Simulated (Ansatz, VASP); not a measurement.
## BeAl2 in VASP and in Ansatz

```
CELL_PARAMETERS angstrom
6.20061 0.00000 0.00000
-3.10031 5.36989 0.00000
0.00000 0.00000 6.66009
ATOMIC_POSITIONS crystal
Be 0.50000 0.00000 0.00000
Be 0.50000 0.50000 0.33333
Be 0.00000 0.50000 0.66667
Al 0.12460 0.24919 0.50000
Al 0.87540 0.12460 0.83333
Al 0.75081 0.87540 0.16667
Al 0.87540 0.75081 0.50000
Al 0.12460 0.87540 0.83333
Al 0.24919 0.12460 0.16667
```

Alike in both runs: functional PBE; k mesh 6 × 6 × 4; occupations gaussian, width 0.1 eV; no spin polarisation.

Ansatz relaxed the structure, and its values are those at the end. VASP's run is a single point on that final structure, the one shown.

|  | VASP | Ansatz |
| --- | --- | --- |
| version | VASP 6.6.1 | Ansatz 0.2.0 |
| potentials or method | VASP PAW PBE potentials, release 64 (Be, Al) | scalar-relativistic, plane waves, PAW |
| plane-wave cutoff (eV) | 520 | 420 |
| valence electrons in the cell | 24 | 24 |

```csv
,VASP,Ansatz,Ansatz less VASP
gap on the k mesh at the Fermi level (eV),none,none,-
pressure (GPa),0.0,0.0,+0.01
```

A gap of «none» marks a metal or a gap that the smearing closes. With one functional, cell and mesh, what is left measures potentials, basis and numerics.
